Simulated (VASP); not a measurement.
## CsLiCr2Te2S3 in VASP: the effect of functional

The system is CsLiCr2Te2S3.

```
Cs Li Cr Te S
1.0
     7.05684    0.00000    0.00788
     0.00000    3.98060    0.00000
    -2.68302    0.00000    8.67869
Cs Li Cr Te S
1 1 2 2 3
Cartesian
  -0.4655 0.0000 3.2730
  3.9824 1.9903 6.8528
  -1.6462 0.0000 8.2124
  1.5770 1.9903 8.4373
  3.1779 0.0000 1.3292
  1.9151 0.0000 6.5041
  4.3316 0.0000 5.9520
  -0.4879 1.9903 7.3270
  6.6516 1.9903 0.4725
```

The cell was built by a generator and needn't be a form met in nature.

Alike in all runs:

- Program: VASP 6.6.1
- Task: relaxation of cell and atoms
- Cutoff: 600 eV
- k mesh: 4 × 7 × 3
- Occupations: fermi-dirac, width 0.05 eV
- Spin: collinear spin, ferromagnetic start
- Starting moments: [0.0, 0.0, 3.0, 3.0, 0.0, 0.0, 0.0, 0.0, 0.0] μB

Each run relaxes the cell or the atoms first.

| functional | potentials or basis | relaxed volume (Å³/atom) | gap on the mesh (eV) | moment (μB) |
| --- | --- | --- | --- | --- |
| PBE | VASP PAW PBE potentials, release 64 (Cs_sv, Li_sv, Cr_pv, Te, S) | 27.10 | 0.46 | 6.00 |
| LDA | VASP PAW LDA potentials, release 64 (Cs_sv, Li_sv, Cr_pv, Te, S) | 24.08 | 0.18 | 5.98 |
| PBEsol | VASP PAW PBE potentials, release 64 (Cs_sv, Li_sv, Cr_pv, Te, S) | ? | ? | ? |

Problem. What does the run with functional PBEsol give?

Solution. Relaxed volume 25.39 Å³/atom; gap on the mesh 0.44 eV; moment 6.00 μB.

Caveats: the cutoff is under 1.25 times the usual one of these potentials, so pressure, stress and relaxed cells hold a basis-set (Pulay) error; spin-orbit coupling is left out, which moves the levels of the heavy elements; an odd mesh through Γ misses points on the zone boundary, where band edges often lie; only a ferromagnetic start was run, and an antiferromagnetic order may lie lower in energy; the relaxation stopped at its first step, so nothing moved (some runs); the PAW data sets were made with another functional, which shifts forces and pressure a little (some runs).
